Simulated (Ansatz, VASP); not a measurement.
# Cross-check of InF between VASP and Ansatz, part 2 of 2

One calculation is typed for both programs; each brings its own data sets. How far apart do they land? The cell is taken from a series of runs on this material, whose earlier steps may have relaxed, scaled, displaced or heated it; both programs get it as it stands.

VASP 6.6.1 and Ansatz 0.2.0.

So far: The structure; Ansatz: dielectric response, PBE.

The structure was built from a prototype and need not be the compound's stable phase.

### 3. VASP: dielectric response, PBE

Level of this step: PBE; plane waves and PAW (In_d, F) (VASP).

The same cell, functional and mesh now go to VASP, with its own data sets.

Lines of VASP's logs that name or quote its potential files are left out, and so is its time.

Input file INCAR:

```
SYSTEM = InF
PREC = Accurate
ENCUT = 520
EDIFF = 1E-08
NELM = 120
ISMEAR = 0
SIGMA = 0.01
LREAL = .FALSE.
ALGO = Normal
GGA = PE
NBANDS = 26
LORBIT = 11
LWAVE = .FALSE.
LCHARG = .FALSE.
ISIF = 2
LEPSILON = .TRUE.
LASPH = .TRUE.
GGA_COMPAT = .FALSE.
EFERMI = MIDGAP
KPAR = 2
```

Input file POSCAR:

```
InF
1.0
    1.8450716362     -6.8158734553      0.0000000000
    1.8450716362      6.8158734553      0.0000000000
    0.0000000000      0.0000000000      3.7192241398
In F
2 2
Direct
    0.6354884534      0.3645115466      0.2500000000
    0.3645115466      0.6354884534      0.7500000000
    0.1942519915      0.8057480085      0.7500000000
    0.8057480085      0.1942519915      0.2500000000
```

Input file KPOINTS:

```
Automatic mesh
0
Gamma
6 6 6
0 0 0
```

Potentials, in the order of the species: In_d and F (PBE family, release 64).

Command:

```console
$ mpirun -np 2 vasp_std
```

Numbers of over 12 decimals in the logs are rounded to 6 here.

Output:

```text
[banner, memory and clock lines left out]
running    2 mpi-ranks, on    1 nodes
 distrk:  each k-point on    1 cores,    2 groups
 distr:  one band on    1 cores,    1 groups

 POSCAR found type information on POSCAR InF
 POSCAR found :  2 types and       4 ions
 LDA part: xc-table for (Slater+PW92), standard interpolation
 POSCAR, INCAR and KPOINTS ok, starting setup
 FFT: planning ... GRIDC
 FFT: planning ... GRID_SOFT
 FFT: planning ... GRID
 WAVECAR not read
 entering main loop
       N       E                     dE             d eps       ncg     rms          rms(c)
DAV:   1     0.441800540305E+03    0.44180E+03   -0.20078E+04  2704   0.189E+03
DAV:   2     0.444293847437E+02   -0.39737E+03   -0.38330E+03  2984   0.463E+02
DAV:   3    -0.147896080306E+02   -0.59219E+02   -0.58362E+02  3156   0.188E+02
DAV:   4    -0.173679656853E+02   -0.25784E+01   -0.25706E+01  3298   0.428E+01
DAV:   5    -0.174457100937E+02   -0.77744E-01   -0.77673E-01  3328   0.699E+00    0.834E+00
DAV:   6    -0.153979619006E+02    0.20477E+01   -0.89603E+00  3674   0.232E+01    0.482E+00
DAV:   7    -0.153742382986E+02    0.23724E-01   -0.65821E-01  2818   0.450E+00    0.182E+00
DAV:   8    -0.153520577154E+02    0.22181E-01   -0.53888E-02  3186   0.181E+00    0.887E-01
DAV:   9    -0.153469442626E+02    0.51135E-02   -0.27677E-02  3710   0.153E+00    0.252E-01
DAV:  10    -0.153481906118E+02   -0.12463E-02   -0.61983E-03  3664   0.566E-01    0.174E-01
DAV:  11    -0.153482248685E+02   -0.34257E-04   -0.69728E-04  3642   0.166E-01    0.936E-02
DAV:  12    -0.153482666634E+02   -0.41795E-04   -0.23998E-04  3068   0.913E-02    0.487E-02
DAV:  13    -0.153482701743E+02   -0.35109E-05   -0.30271E-05  3644   0.468E-02    0.132E-02
DAV:  14    -0.153482709862E+02   -0.81185E-06   -0.44838E-06  3642   0.172E-02    0.906E-03
DAV:  15    -0.153482702137E+02    0.77244E-06   -0.30230E-06  4176   0.117E-02    0.136E-03
DAV:  16    -0.153482703415E+02   -0.12777E-06   -0.92634E-07  2926   0.527E-03    0.212E-03
DAV:  17    -0.153482702975E+02    0.43971E-07   -0.20997E-07  3638   0.307E-03    0.116E-03
DAV:  18    -0.153482703032E+02   -0.56662E-08   -0.14662E-08  2236   0.635E-04
   1 F= -.15348270E+02 E0= -.15348270E+02  d E =0.000000E+00
 Linear response reoptimize wavefunctions to high precision
DAV:   1    -0.153482703141E+02   -0.10942E-07   -0.17636E-09  1840   0.325E-04
DAV:   2    -0.153482703141E+02    0.17280E-10   -0.22996E-10  1402   0.151E-04
 Linear response G [H, r] |phi>, progress :
  Direction:   1
       N       E                     dE             d eps       ncg     rms
RMM:   1    -0.128944137369E+03   -0.12894E+03   -0.11454E+01  4281   0.126E+02
RMM:   2    -0.132116559664E+03   -0.31724E+01   -0.18588E+01  4359   0.290E+01
RMM:   3    -0.132009864579E+03    0.10670E+00   -0.13710E+00  4461   0.101E+01
RMM:   4    -0.132034502285E+03   -0.24638E-01   -0.34460E-01  4710   0.392E+00
RMM:   5    -0.132040857904E+03   -0.63556E-02   -0.64339E-02  4823   0.147E+00
RMM:   6    -0.132042073498E+03   -0.12156E-02   -0.24373E-02  5040   0.718E-01
RMM:   7    -0.132042078253E+03   -0.47543E-05   -0.41604E-03  5248   0.277E-01
RMM:   8    -0.132042122947E+03   -0.44694E-04   -0.87480E-04  5491   0.112E-01
RMM:   9    -0.132042120765E+03    0.21823E-05   -0.25502E-04  5541   0.433E-02
RMM:  10    -0.132042121383E+03   -0.61792E-06   -0.16796E-04  5754   0.225E-02
RMM:  11    -0.132042125295E+03   -0.39125E-05   -0.18563E-04  5390   0.116E-02
RMM:  12    -0.132042132306E+03   -0.70112E-05   -0.25435E-04  4922   0.778E-03
RMM:  13    -0.132042115238E+03    0.17069E-04   -0.80675E-05  4393   0.621E-03
RMM:  14    -0.132042129523E+03   -0.14286E-04   -0.23464E-04  4141   0.543E-03
RMM:  15    -0.132042116211E+03    0.13312E-04   -0.94853E-05  4019   0.513E-03
RMM:  16    -0.132042135033E+03   -0.18822E-04   -0.29830E-04  3922   0.485E-03
RMM:  17    -0.132042119347E+03    0.15686E-04   -0.13396E-04  3910   0.477E-03
RMM:  18    -0.132042130742E+03   -0.11394E-04   -0.25223E-04  3819   0.473E-03
 Linear response G [H, r] |phi>, progress :
  Direction:   2
       N       E                     dE             d eps       ncg     rms
 LRF_COMMUTATOR internal error: the vector H(1)-e(1) S(1) |phi(0)> is not orthog
 onal to |phi(0)> (-1.036238007444025E-004,1.761438217506850E-014)
 LRF_COMMUTATOR internal error: the vector H(1)-e(1) S(1) |phi(0)> is not orthog
 onal to |phi(0)> (1.036237997987883E-004,3.541719868771498E-014)
RMM:   1    -0.128922996386E+03   -0.12892E+03    0.75322E+01  4029   0.142E+02
 LRF_COMMUTATOR internal error: the vector H(1)-e(1) S(1) |phi(0)> is not orthog
 onal to |phi(0)> (-1.052040889189173E-004,6.618094744101355E-014)
 LRF_COMMUTATOR internal error: the vector H(1)-e(1) S(1) |phi(0)> is not orthog
 onal to |phi(0)> (1.052040871411091E-004,5.150285579957892E-014)
 LRF_COMMUTATOR internal error: the vector H(1)-e(1) S(1) |phi(0)> is not orthog
 onal to |phi(0)> (-1.103498087873604E-004,-5.356804409772931E-014)
[...]
RMM:  17    -0.131665039951E+03    0.15496E-04   -0.58050E-04  3597   0.718E-03
 Linear response to external field (no local field effect), progress :
  Direction:   1
       N       E                     dE             d eps       ncg     rms          rms(c)
RMM:   1    -0.116799198905E+01   -0.11680E+01   -0.54534E+00  4251   0.470E+00
[...]
RMM:   6    -0.123109217893E+01   -0.95174E-06   -0.14296E-05  4833   0.217E-02
RMM:   7    -0.123109254856E+01   -0.36962E-06   -0.53580E-06  4991   0.106E-02
RMM:   8    -0.123109262736E+01   -0.78799E-07   -0.16478E-06  4856   0.565E-03
RMM:   9    -0.123109264436E+01   -0.17005E-07   -0.54506E-07  4798   0.253E-03
RMM:  10    -0.123109264923E+01   -0.48688E-08   -0.10940E-07  4159   0.109E-03
RMM:  11    -0.123109264942E+01   -0.19251E-09    0.11413E-07  3176   0.427E-04
RMM:  12    -0.123109264966E+01   -0.24152E-09   -0.53573E-08  2718   0.199E-04
 change of polarisation eV/A/(eV/A) component  3 :    -0.060    -0.076     2.462
 dielectric tensor                  component  3 :    -0.117    -0.147     5.763
 Linear response to external field, progress :
  Direction:   1
       N       E                     dE             d eps       ncg     rms          rms(c)
RMM:   1    -0.116799198905E+01   -0.11680E+01   -0.54534E+00  4251   0.470E+00
RMM:   2    -0.127027613388E+01   -0.10228E+00   -0.61313E-02  4575   0.125E+00    0.209E+00
RMM:   3    -0.114694733217E+01    0.12333E+00   -0.10980E-01  4104   0.197E+00    0.964E-01
RMM:   4    -0.118997786615E+01   -0.43031E-01   -0.86058E-02  4642   0.172E+00    0.600E-01
RMM:   5    -0.123728862976E+01   -0.47311E-01   -0.50744E-03  3976   0.709E-01    0.240E-01
RMM:   6    -0.123520035616E+01    0.20883E-02   -0.24952E-03  4554   0.326E-01    0.333E-02
RMM:   7    -0.123589683788E+01   -0.69648E-03   -0.22625E-04  4670   0.103E-01    0.202E-02
RMM:   8    -0.123845429312E+01   -0.25575E-02   -0.10161E-04  4379   0.505E-02    0.512E-03
RMM:   9    -0.123830969158E+01    0.14460E-03   -0.19214E-05  4887   0.224E-02    0.563E-03
RMM:  10    -0.123830973925E+01   -0.47672E-07   -0.69220E-06  4789   0.969E-03    0.613E-03
RMM:  11    -0.123834188077E+01   -0.32142E-04   -0.94192E-07  4780   0.486E-03    0.569E-03
 change of polarisation eV/A/(eV/A) component  1 :     2.189     0.147    -0.059
 dielectric tensor                  component  1 :     5.234     0.284    -0.113
 Linear response to external field, progress :
  Direction:   2
       N       E                     dE             d eps       ncg     rms          rms(c)
RMM:   1    -0.101075365896E+01   -0.10108E+01   -0.45391E+00  4713   0.485E+00
RMM:   2    -0.110751717055E+01   -0.96764E-01   -0.57098E-02  4591   0.125E+00    0.186E+00
RMM:   3    -0.103569590851E+01    0.71821E-01   -0.11697E-01  4607   0.202E+00    0.935E-01
RMM:   4    -0.106991409799E+01   -0.34218E-01   -0.95345E-02  4565   0.145E+00    0.458E-01
RMM:   5    -0.108512224725E+01   -0.15208E-01   -0.15810E-02  4344   0.633E-01    0.241E-01
RMM:   6    -0.110393155141E+01   -0.18809E-01   -0.33235E-03  4442   0.302E-01    0.403E-02
RMM:   7    -0.110553427222E+01   -0.16027E-02   -0.16567E-04  4498   0.107E-01    0.362E-02
RMM:   8    -0.110733009286E+01   -0.17958E-02   -0.33416E-04  3881   0.806E-02    0.635E-03
RMM:   9    -0.110758963804E+01   -0.25955E-03   -0.81091E-05  4699   0.298E-02    0.798E-03
RMM:  10    -0.110760111168E+01   -0.11474E-04   -0.42817E-05  4984   0.133E-02    0.971E-03
RMM:  11    -0.110763061769E+01   -0.29506E-04   -0.37307E-05  4449   0.895E-03    0.123E-02
RMM:  12    -0.110764902815E+01   -0.18410E-04   -0.31747E-05  4743   0.342E-03    0.115E-02
RMM:  13    -0.110757141657E+01    0.77612E-04    0.15676E-05  4747   0.591E-03    0.700E-03
RMM:  14    -0.110748225920E+01    0.89157E-04    0.20162E-05  5735   0.795E-03    0.412E-02
[...]
RMM:  19    -0.110761249985E+01    0.11423E-05    0.49034E-06  4495   0.918E-04    0.164E-04
RMM:  20    -0.110761337417E+01   -0.87432E-06    0.42604E-07  3872   0.177E-04    0.196E-04
RMM:  21    -0.110761357905E+01   -0.20488E-06   -0.27481E-07  2842   0.105E-04    0.161E-04
RMM:  22    -0.110761263359E+01    0.94546E-06    0.66706E-08  1886   0.603E-05    0.898E-05
RMM:  23    -0.110761265908E+01   -0.25495E-07    0.72269E-08  1042   0.516E-05    0.697E-05
RMM:  24    -0.110761296272E+01   -0.30363E-06    0.17595E-08   562   0.327E-05    0.214E-05
RMM:  25    -0.110761293567E+01    0.27044E-07    0.67224E-08   485   0.310E-05    0.161E-05
RMM:  26    -0.110761290561E+01    0.30066E-07    0.45644E-08   486   0.330E-05    0.489E-06
 change of polarisation eV/A/(eV/A) component  2 :     0.158     1.991    -0.072
 dielectric tensor                  component  2 :     0.306     4.852    -0.139
 Linear response to external field, progress :
  Direction:   3
       N       E                     dE             d eps       ncg     rms          rms(c)
RMM:   1    -0.113454914633E+01   -0.11345E+01   -0.52388E+00  4355   0.474E+00
RMM:   2    -0.123041263800E+01   -0.95863E-01   -0.62107E-02  4567   0.126E+00    0.207E+00
RMM:   3    -0.112480442645E+01    0.10561E+00   -0.10380E-01  4068   0.192E+00    0.968E-01
RMM:   4    -0.117172829019E+01   -0.46924E-01   -0.84276E-02  4636   0.168E+00    0.603E-01
RMM:   5    -0.121456981085E+01   -0.42842E-01   -0.31104E-03  3984   0.657E-01    0.215E-01
RMM:   6    -0.121398430613E+01    0.58550E-03   -0.19363E-03  4582   0.305E-01    0.296E-02
RMM:   7    -0.121443537420E+01   -0.45107E-03   -0.17274E-04  4682   0.963E-02    0.269E-02
RMM:   8    -0.121670934821E+01   -0.22740E-02   -0.69465E-05  4433   0.464E-02    0.413E-03
RMM:   9    -0.121665716386E+01    0.52184E-04   -0.13777E-05  4888   0.196E-02    0.482E-03
RMM:  10    -0.121668166086E+01   -0.24497E-04   -0.50605E-06  4811   0.890E-03    0.873E-03
RMM:  11    -0.121668123957E+01    0.42129E-06    0.21801E-06  4420   0.486E-03    0.266E-03
RMM:  12    -0.121666951740E+01    0.11722E-04   -0.39853E-07  5050   0.165E-03    0.160E-03
RMM:  13    -0.121667001645E+01   -0.49905E-06   -0.10903E-07  4987   0.673E-04    0.124E-03
RMM:  14    -0.121666521517E+01    0.48013E-05   -0.56098E-07  4726   0.427E-04    0.325E-04
RMM:  15    -0.121666488880E+01    0.32637E-06   -0.22116E-07  4387   0.179E-04    0.210E-04
RMM:  16    -0.121666411568E+01    0.77312E-06    0.37472E-09  2733   0.858E-05    0.110E-04
RMM:  17    -0.121666438392E+01   -0.26824E-06    0.26626E-08  1473   0.532E-05    0.403E-05
RMM:  18    -0.121666443157E+01   -0.47644E-07    0.38474E-08   952   0.452E-05    0.184E-05
RMM:  19    -0.121666445994E+01   -0.28372E-07    0.37407E-08   792   0.435E-05    0.529E-06
 change of polarisation eV/A/(eV/A) component  3 :    -0.056    -0.069     2.154
 dielectric tensor                  component  3 :    -0.109    -0.134     5.167
 Born effective charges drift removed
```

OUTCAR, selected parts (step 3):

```text
ion  position               nearest neighbor table
   1  0.635  0.365  0.250-   4 2.32   3 2.74   3 2.74   3 2.74   3 2.74
   2  0.365  0.635  0.750-   3 2.32   4 2.74   4 2.74   4 2.74   4 2.74
   3  0.194  0.806  0.750-   2 2.32   1 2.74   1 2.74   1 2.74   1 2.74
   4  0.806  0.194  0.250-   1 2.32   2 2.74   2 2.74   2 2.74   2 2.74

  LATTYP: Found a base centered orthorhombic cell.
 ALAT       =     3.6901432724
 B/A-ratio  =     3.6940969237
 C/A-ratio  =     1.0078806879

 Subroutine GETGRP returns: Found  8 space group operations
 (whereof  4 operations were pure point group operations)

The static configuration has the point symmetry C_2h.
 The point group associated with its full space group is D_2h.

 Found     52 irreducible k-points:

   k-points           NKPTS =     52   k-points in BZ     NKDIM =     52   number of bands    NBANDS=     26

   dimension x,y,z NGX =    54 NGY =   54 NGZ =   28
   dimension x,y,z NGXF=   108 NGYF=  108 NGZF=   56

   ENCUT  =  520.0 eV  38.22 Ry    6.18 a.u.  13.13 13.13  6.92*2*pi/ulx,y,z

   NELECT =      40.0000    total number of electrons

 k-points in reciprocal lattice and weights: Automatic mesh
   0.00000000  0.00000000  0.00000000       0.005
   0.16666667  0.00000000  0.00000000       0.019
   0.33333333 -0.00000000  0.00000000       0.019
   0.50000000  0.00000000  0.00000000       0.009
   0.16666667  0.16666667  0.00000000       0.009
   0.33333333  0.16666667  0.00000000       0.019
   0.50000000  0.16666667  0.00000000       0.019
  -0.33333333  0.16666667  0.00000000       0.019
  -0.16666667  0.16666667  0.00000000       0.009
[...]
-0.33333333  0.33333333  0.50000000       0.009
   0.50000000  0.50000000  0.50000000       0.005

 average (electrostatic) potential at core
       1 -97.5518       2 -97.5518       3 -76.3178       4 -76.3178

  Total       -0.0279781      0.0227279     -0.0752489      0.0000000      0.0000000      0.0000000
  in kB       -0.4791948      0.3892723     -1.2888241      0.0000000      0.0000000      0.0000000
  external PRESSURE =      -0.4595822 kB  Pullay stress =       0.0000000 kB

  energy-cutoff  :      520.00
  volume of cell :       93.54
      direct lattice vectors                 reciprocal lattice vectors
     1.845071636 -6.815873455  0.000000000     0.270992188 -0.073358169  0.000000000
     1.845071636  6.815873455  0.000000000     0.270992188  0.073358169  0.000000000
     0.000000000  0.000000000  3.719224140     0.000000000  0.000000000  0.268873282

 POSITION                                       TOTAL-FORCE (eV/Angst)
 -----------------------------------------------------------------------------------
      1.84507     -1.84694      0.92981         0.000000      0.027077     -0.000000
      1.84507      1.84694      2.78942         0.000000     -0.027077      0.000000
      1.84507      4.16788      2.78942         0.000000      0.012680     -0.000000
      1.84507     -4.16788      0.92981         0.000000     -0.012680      0.000000
 -----------------------------------------------------------------------------------
    total drift:                               -0.000000     -0.000000      0.000000

 MACROSCOPIC STATIC DIELECTRIC TENSOR (including local field effects in DFT)
 ------------------------------------------------------
           5.234469     0.000000     0.000000
           0.000000     4.852249     0.000000
           0.000000     0.000000     5.166917
 ------------------------------------------------------

 PIEZOELECTRIC TENSOR (including local field effects)  for field in x, y, z        (C/m^2)
          XX          YY          ZZ          XY          YZ          ZX
  --------------------------------------------------------------------------------
  x     0.00000     0.00000     0.00000     0.00000     0.00000     0.00000
  y     0.00000     0.00000     0.00000     0.00000     0.00000     0.00000
  z     0.00000     0.00000     0.00000     0.00000     0.00000     0.00000

 BORN EFFECTIVE CHARGES (including local field effects) (in |e|, cummulative output)
 ---------------------------------------------------------------------------------
 ion    1
    1     1.71872     0.00000     0.00000
    2     0.00000     2.06128     0.00000
    3     0.00000     0.00000     1.78534
 ion    2
    1     1.71872     0.00000     0.00000
    2     0.00000     2.06128     0.00000
    3     0.00000     0.00000     1.78534
 ion    3
    1    -1.71872     0.00000     0.00000
    2     0.00000    -2.06128     0.00000
    3     0.00000     0.00000    -1.78534
 ion    4
    1    -1.71872     0.00000     0.00000
    2     0.00000    -2.06128     0.00000
    3     0.00000     0.00000    -1.78534
```

### 4. Side by side

Known differences besides the potentials themselves: fixed occupations in Ansatz, narrow Gaussian smearing in VASP; VASP's response is taken on the typed mesh, Ansatz refines its own for the field response alone; the cutoff is 420 eV in Ansatz and 520 eV in VASP; VASP's log repeats an internal error in its field response. Total energies have different zeros and are not compared.

Both answers:

```
quantity  Ansatz  VASP  difference
   ε∞ xx    5.05  5.23     -3.56 %
   ε∞ yy    4.82  4.85     -0.67 %
   ε∞ zz    5.35  5.17     +3.60 %
```

### 5. Outcome

```
difference in ε∞ zz (dielectric response, PBE) : 3.6 %
```

**Reading.** The difference in ε∞ zz is 3.6 % (dielectric response, PBE), within the 5 % picked in this series as the mark of a large difference. How closely two codes agree says nothing of how well the functional describes the real material.

[Lines on the potential files, build, host, timing and source positions are cut from VASP's logs without a mark.]

[Logs are printed without paths, hosts, clocks, repeated set-up lines and the standing remarks that a program may print on its own settings, such as how far it seeks lower states.]

[Hosts, paths, dates, database ids (printed as entryN), source tags and the programs' standing remarks are cut or masked in the printed files.]
